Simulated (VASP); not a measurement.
# Ga3BSb2 (R-3m) in VASP: density of states with PBE

Aim: the density of states of Ga3BSb2 with PBE.

All numbers are computed with VASP 6.6.1; they aren't measurements. Logs are shortened: lines on timing, memory, paths and dates and some standing lists are left out, and cuts for length are marked.

### 1 The structure

It takes space group R-3m (No. 166, trigonal). The conventional cell has a = 4.440 Å, b = 4.440 Å, c = 22.618 Å, α = 90.00°, β = 90.00°, γ = 120.00°. Around Ga (site symmetry 3m) lie 3 B at 2.64 Å and 3 Ga at 2.85 Å. Ga (site symmetry -3m) is surrounded by 6 Sb at 2.95 Å. B (site symmetry -3m) is surrounded by 2 Sb at 2.31 Å and 6 Ga at 2.64 Å. Around Sb (site symmetry 3m) lie 1 B at 2.31 Å.

The cell was built by a generator and needn't be a form met in nature.

### 2 Density of states, PBE

POSCAR

```
Ga3BSb2
1.0
    2.2200210000      1.2817290000      7.5394700000
   -2.2200210000      1.2817290000      7.5394700000
    0.0000000000     -2.5634590000      7.5394700000
Ga B Sb
3 1 2
Direct
    0.6943520000      0.6943520000      0.6943520000
    0.3056480000      0.3056480000      0.3056480000
    0.5000000000      0.5000000000      0.5000000000
    0.0000000000      0.0000000000      0.0000000000
    0.8980150000      0.8980150000      0.8980150000
    0.1019850000      0.1019850000      0.1019850000
```

INCAR.step1

```
  ALGO = Normal
  EDIFF = 1E-6
  ENCUT = 520
  GGA = PE
  ISIF = 2
  ISMEAR = 0
  KPAR = 4
  LASPH = True
  LCHARG = True
  LREAL = False
  LWAVE = False
  NBANDS = 35
  NELM = 60
  PREC = Accurate
  SIGMA = 0.1
```

KPOINTS.step1

```
k-points
0
Gamma
  8 8 8
```

INCAR.step2

```
  ALGO = Normal
  EDIFF = 1E-6
  ENCUT = 520
  GGA = PE
  ICHARG = 11
  ISIF = 2
  ISMEAR = -5
  KPAR = 4
  LASPH = True
  LCHARG = False
  LORBIT = 10
  LREAL = False
  LWAVE = False
  NBANDS = 35
  NEDOS = 1001
  NELM = 60
  PREC = Accurate
  SIGMA = 0.1
```

KPOINTS.step2

```
k-points
0
Gamma
  12 12 12
```

Potentials or basis: VASP PAW PBE potentials, release 64 (Ga_d, B, Sb).

On the command line:

```console
cat potpaw_PBE.64/Ga_d/POTCAR potpaw_PBE.64/B/POTCAR potpaw_PBE.64/Sb/POTCAR > POTCAR
cp INCAR.step1 INCAR
cp KPOINTS.step1 KPOINTS
mpirun -np 4 vasp_std > vasp.out
cp INCAR.step2 INCAR
cp KPOINTS.step2 KPOINTS
mpirun -np 4 vasp_std > vasp.out
```

OUTCAR:

```text
EDIFF = 1E-6
   ENCUT = 520
   GGA = PE
   ICHARG = 11
   ISIF = 2
   ISMEAR = -5
   LASPH = True
   LORBIT = 10
   LREAL = False
   NELM = 60
   PREC = Accurate

 ion  position               nearest neighbor table
   1  0.694  0.694  0.694-   2 2.85   2 2.85   2 2.85   6 3.07   6 3.07   6 3.07
   2  0.306  0.306  0.306-   1 2.85   1 2.85   1 2.85   5 3.07   5 3.07   5 3.07
   3  0.500  0.500  0.500-   6 2.95   5 2.95   6 2.95   6 2.95   5 2.95   5 2.95
   4  0.000  0.000  0.000-   5 2.31   6 2.31
   5  0.898  0.898  0.898-   4 2.31   3 2.95   3 2.95   3 2.95   2 3.07   2 3.07   2 3.07
   6  0.102  0.102  0.102-   4 2.31   3 2.95   3 2.95   3 2.95   1 3.07   1 3.07   1 3.07

  LATTYP: Found a trigonal (rhomboedric) cell.
 ALAT       =     7.9633491918
 COS(alpha) =     0.8445636315

  Lattice vectors:

 A1 = (   2.2200210000,   1.2817290000,   7.5394700000)
 A2 = (  -2.2200210000,   1.2817290000,   7.5394700000)
 A3 = (   0.0000000000,  -2.5634590000,   7.5394700000)

Analysis of symmetry for initial positions (statically):
=====================================================================
 Subroutine PRICEL returns:
 Original cell was already a primitive cell.

 Routine SETGRP: Setting up the symmetry group for a
 trigonal (rhombohedral) supercell.

 Subroutine GETGRP returns: Found 12 space group operations
 (whereof 12 operations were pure point group operations)
 out of a pool of 12 trial point group operations.

The static configuration has the point symmetry D_3d.

Analysis of symmetry for dynamics (positions and initial velocities):
=====================================================================
 Subroutine PRICEL returns:
 Original cell was already a primitive cell.

 Routine SETGRP: Setting up the symmetry group for a
 trigonal (rhombohedral) supercell.

 Subroutine GETGRP returns: Found 12 space group operations
 (whereof 12 operations were pure point group operations)
 out of a pool of 12 trial point group operations.

The dynamic configuration has the point symmetry D_3d.

 Subroutine INISYM returns: Found 12 space group operations
 (whereof 12 operations are pure point group operations),
 and found     1 'primitive' translations

----------------------------------------------------------------------------------------

                                     Primitive cell

  volume of cell :     128.7198

  direct lattice vectors                    reciprocal lattice vectors
     2.220021000  1.281729000  7.539470000     0.225223095  0.130032654  0.044211778
    -2.220021000  1.281729000  7.539470000    -0.225223095  0.130032654  0.044211778
     0.000000000 -2.563459000  7.539470000     0.000000000 -0.260065308  0.044211761

  length of vectors
     7.963349192  7.963349192  7.963349165     0.263796541  0.263796541  0.263796596

  position of ions in fractional coordinates (direct lattice)
     0.694352000  0.694352000  0.694352000
     0.305648000  0.305648000  0.305648000
     0.500000000  0.500000000  0.500000000
     0.000000000  0.000000000  0.000000000
     0.898015000  0.898015000  0.898015000
     0.101985000  0.101985000  0.101985000

  ion indices of the primitive-cell ions
   primitive index   ion index
                 1           1
                 2           2
                 3           3
                 4           4
                 5           5
                 6           6

----------------------------------------------------------------------------------------

 KPOINTS: k-points

Automatic generation of k-mesh.
 Grid dimensions read from file:
 generate k-points for:   12   12   12

 Generating k-lattice:

  Cartesian coordinates                     Fractional coordinates (reciprocal lattice)
     0.018768591  0.010836054  0.003684315     0.083333333  0.000000000 -0.000000000
    -0.018768591  0.010836054  0.003684315     0.000000000  0.083333333 -0.000000000
     0.000000000 -0.021672109  0.003684313    -0.000000000 -0.000000000  0.083333333

  Length of vectors
     0.021983045  0.021983045  0.021983050

  Shift w.r.t. Gamma in fractional coordinates (k-lattice)
     0.000000000  0.000000000  0.000000000

 TETIRR: Found    864 inequivalent tetrahedra from    10368

 Subroutine IBZKPT returns following result:
 ===========================================

 Found    189 irreducible k-points:

 Following reciprocal coordinates:
            Coordinates               Weight
  0.000000  0.000000  0.000000      1.000000
  0.083333  0.000000 -0.000000      6.000000
  0.166667 -0.000000 -0.000000      6.000000
  0.250000  0.000000 -0.000000      6.000000
  0.333333  0.000000 -0.000000      6.000000
  0.416667 -0.000000  0.000000      6.000000
[... 16 lines left out ...]
  0.500000  0.166667 -0.000000     12.000000
 -0.416667  0.166667  0.000000     12.000000
 [... further k-points ...]
   k-points           NKPTS =    189   k-points in BZ     NKDIM =    189   number of bands    NBANDS=     35
   number of dos      NEDOS =   1001   number of ions     NIONS =      6
   total plane-waves  NPLWV = 216000
   dimension x,y,z NGX =    60 NGY =   60 NGZ =   60
   dimension x,y,z NGXF=   120 NGYF=  120 NGZF=  120
   ions per type =               3   1   2
   NGX,Y,Z   is equivalent  to a cutoff of  12.53, 12.53, 12.53 a.u.
   NGXF,Y,Z  is equivalent  to a cutoff of  25.05, 25.05, 25.05 a.u.
 SYSTEM =  unknown system
   PREC   = accura    normal or accurate (medium, high low for compatibility)
   ISTART =      0    job   : 0-new  1-cont  2-samecut
   ICHARG =     11    charge: 1-file 2-atom 10-const
   ISPIN  =      1    spin polarized calculation?
   LNONCOLLINEAR =      F non collinear calculations
   LSORBIT =      F    spin-orbit coupling
   LASPH  =      T    aspherical Exc in radial PAW
   ENCUT  =  520.0 eV  38.22 Ry    6.18 a.u.  14.81 14.81 14.81*2*pi/ulx,y,z
   NELM   =     60;   NELMIN=  2; NELMDL=  0     # of ELM steps
   EDIFF  = 0.1E-05   stopping-criterion for ELM
   LREAL  =      F    real-space projection
   EDIFFG = 0.1E-04   stopping-criterion for IOM
   NSW    =      0    number of steps for IOM
   IBRION =     -1    ionic relax: 0-MD 1-quasi-New 2-CG
   NFREE  =      0    steps in history (QN), initial steepest desc. (CG)
   ISIF   =      2    stress and relaxation
   ISYM   =      2    0-nonsym 1-usesym 2-fastsym
   POTIM  = 0.5000    time-step for ionic-motion
   TEBEG  =    0.0;   TEEND  =   0.0 temperature during run
   PSTRESS=    0.0 pullay stress
   NELECT =      52.0000    total number of electrons
   NUPDOWN=      -1.0000    fix difference up-down
   EMIN   =  10.00;   EMAX   =-10.00  energy-range for DOS
   EFERMI =   0.00;   METHOD = LEGACY
   ISMEAR =    -5;   SIGMA  =   0.10  broadening in eV -4-tet -1-fermi 0-gaus
   EFERMI_NEDOS =   21; number of points for ismear=-14 and -15
   IALGO  =     38    algorithm
   IMIX   =      4    mixing-type and parameters
     AMIX     =   0.40;   BMIX     =  1.00
     AMIX_MAG =   1.60;   BMIX_MAG =  1.00
  volume/ion in A,a.u.               =      21.45       144.77
  Fermi-wavevector in a.u.,A,eV,Ry     =   1.210210  2.286966 19.927210  1.464609
  Thomas-Fermi vector in A             =   2.345764
   LORBIT       =     10    0 simple, 1 ext, 2 COOP (PROOUT), +10 PAW based schemes
   GGA     = PE    functional components
   LHFCALC =     F    Hartree Fock is set to
   AEXX    =    0.0000 exact exchange contribution
   IVDW    =     0    specifies the selected vdW correction
   LEPSILON=     F    determine dielectric tensor
   LRPA    =     F    only Hartree local field effects (RPA)
 non-spin polarized calculation
 Fermi weights with tetrahedron method with Bloechl corrections
  energy-cutoff  :      520.00
  volume of cell :      128.72
 maximum number of plane-waves:      3496

 number of electron      52.0000009 magnetization

 Free energy of the ion-electron system (eV)
  ---------------------------------------------------
  ext. energy  EPLUGINS =         0.00000000
  ---------------------------------------------------
  free energy    TOTEN  =       -21.26403084 eV

  energy without entropy =      -21.26403084  energy(sigma->0) =      -21.26403084

 E-fermi :   6.0468     XC(G=0): -10.2017

 val. band max:        6.1254720604   @ k =  -0.2500   0.1667   0.0833
 cond. band min:       5.8717819551   @ k =  -0.3333   0.5000   0.3333
 fundamental gap:     -0.2536901053
 Fermi energy:         6.0467515655

 k-point     1 :       0.0000    0.0000    0.0000
  band No.  band energies     occupation
      1      -8.9748      2.00000
      2      -8.9748      2.00000
      3      -8.9269      2.00000
      4      -8.9269      2.00000
      5      -8.8928      2.00000
      6      -8.8537      2.00000
[... 27 lines left out ...]
     34       9.6500      0.00000
     35      10.3863      0.00000

 k-point     2 :       0.0833    0.0000   -0.0000
  band No.  band energies     occupation
      1      -8.9752      2.00000
      2      -8.9746      2.00000
      3      -8.9278      2.00000
      4      -8.9234      2.00000
      5      -8.8902      2.00000
      6      -8.8526      2.00000
[... 27 lines left out ...]
     34       9.7290      0.00000
     35      10.5633      0.00000
[... 796 lines left out ...]
     34      11.4238      0.00000
     35      12.2777      0.00000

 k-point    24 :      -0.4167    0.1667    0.0000
  band No.  band energies     occupation
      1      -8.9825      2.00000
      2      -8.9305      2.00000
      3      -8.9186      2.00000
      4      -8.9118      2.00000
      5      -8.8576      2.00000
      6      -8.8546      2.00000
[... 27 lines left out ...]
     34      11.3970      0.00000
     35      12.1821      0.00000

 [... further k-points ...]

------------------------ aborting loop because EDIFF is reached ----------------------------------------

  FORCE on cell =-STRESS in cart. coord.  units (eV):
  Direction    XX          YY          ZZ          XY          YZ          ZX
  --------------------------------------------------------------------------------------
  -------------------------------------------------------------------------------------
  Total        0.1625329      0.1625328     -0.0834633      0.0000000      0.0000000      0.0000000
  in kB        2.0230485      2.0230473     -1.0388693      0.0000000      0.0000000      0.0000000
  external PRESSURE =       1.0024088 kB  Pullay stress =       0.0000000 kB

 VOLUME and BASIS-vectors are now :
 -----------------------------------------------------------------------------
  energy-cutoff  :      520.00
  volume of cell :      128.72
      direct lattice vectors                 reciprocal lattice vectors
     2.220021000  1.281729000  7.539470000     0.225223095  0.130032654  0.044211778
    -2.220021000  1.281729000  7.539470000    -0.225223095  0.130032654  0.044211778
     0.000000000 -2.563459000  7.539470000     0.000000000 -0.260065308  0.044211761

 POSITION                                       TOTAL-FORCE (eV/Angst)
 -----------------------------------------------------------------------------------
      0.00000     -0.00000     15.70514         0.000000      0.000000     -0.006387
      0.00000     -0.00000      6.91327         0.000000     -0.000000      0.006387
      0.00000     -0.00000     11.30920        -0.000000     -0.000000     -0.000000
      0.00000      0.00000      0.00000         0.000000     -0.000000     -0.000000
      0.00000     -0.00000     20.31167         0.000000      0.000000     -0.007488
      0.00000     -0.00000      2.30674         0.000000     -0.000000      0.007488
 -----------------------------------------------------------------------------------
    total drift:                               -0.000000      0.000000     -0.000000

  FREE ENERGIE OF THE ION-ELECTRON SYSTEM (eV)
  ---------------------------------------------------
  free  energy   TOTEN  =       -21.2640308429 eV

  energy  without entropy=      -21.2640308429  energy(sigma->0) =      -21.26403084

 total charge

# of ion       s       p       d       tot
------------------------------------------
    1        1.039   0.516   9.961  11.515
    2        1.039   0.516   9.961  11.515
    3        1.028   0.531   9.954  11.514
    4        0.724   0.861   0.000   1.585
    5        1.192   1.173   0.044   2.410
    6        1.192   1.173   0.044   2.410
--------------------------------------------------
tot          6.214   4.771  29.964  40.949
```

Run time: 8.3 min. Hardware: 4 MPI ranks of Intel Xeon Platinum 8488C (Sapphire Rapids), shared host; peak memory 1 GiB.

Results:

- Valence electrons inside the program's atomic spheres: Ga 11.52, 11.51; B 1.58; Sb 2.41

States per cell in windows of 1 eV (zero at the Fermi level; states under -8 eV left out):
| from (eV) | total | B4_p | Sb5_p | Sb6_p | Ga3_p | Ga1_p | Ga2_p |
| --- | --- | --- | --- | --- | --- | --- | --- |
| -8.0 | 1.97 | 0.05 | 0.05 | 0.05 | 0.01 | 0.02 | 0.02 |
| -7.0 | 1.62 | 0.04 | 0.06 | 0.06 | 0.01 | 0.02 | 0.02 |
| -6.0 | 2.05 | 0.07 | 0.09 | 0.09 | 0.02 | 0.04 | 0.04 |
| -5.0 | 1.71 | 0.07 | 0.09 | 0.09 | 0.04 | 0.04 | 0.04 |
| -4.0 | 2.57 | 0.18 | 0.19 | 0.19 | 0.08 | 0.09 | 0.09 |
| -3.0 | 2.61 | 0.16 | 0.22 | 0.22 | 0.12 | 0.08 | 0.08 |
| -2.0 | 2.60 | 0.11 | 0.22 | 0.22 | 0.13 | 0.09 | 0.09 |
| -1.0 | 2.58 | 0.11 | 0.22 | 0.22 | 0.09 | 0.11 | 0.11 |
| 0.0 | 2.96 | 0.20 | 0.20 | 0.20 | 0.14 | 0.16 | 0.16 |
| 1.0 | 2.66 | 0.19 | 0.16 | 0.16 | 0.10 | 0.16 | 0.16 |
| 2.0 | 2.81 | 0.17 | 0.17 | 0.17 | 0.13 | 0.17 | 0.17 |
| 3.0 | 3.27 | 0.26 | 0.14 | 0.14 | 0.27 | 0.18 | 0.18 |
| 4.0 | 3.58 | 0.38 | 0.15 | 0.15 | 0.31 | 0.20 | 0.20 |
| 5.0 | 2.27 | 0.20 | 0.11 | 0.11 | 0.22 | 0.12 | 0.12 |
| 6.0 | 0.44 | 0.02 | 0.02 | 0.02 | 0.04 | 0.03 | 0.03 |

Caveat: tetrahedron occupations give inexact forces and stress in metals. Spin-orbit coupling is left out, which matters for the levels of Sb.
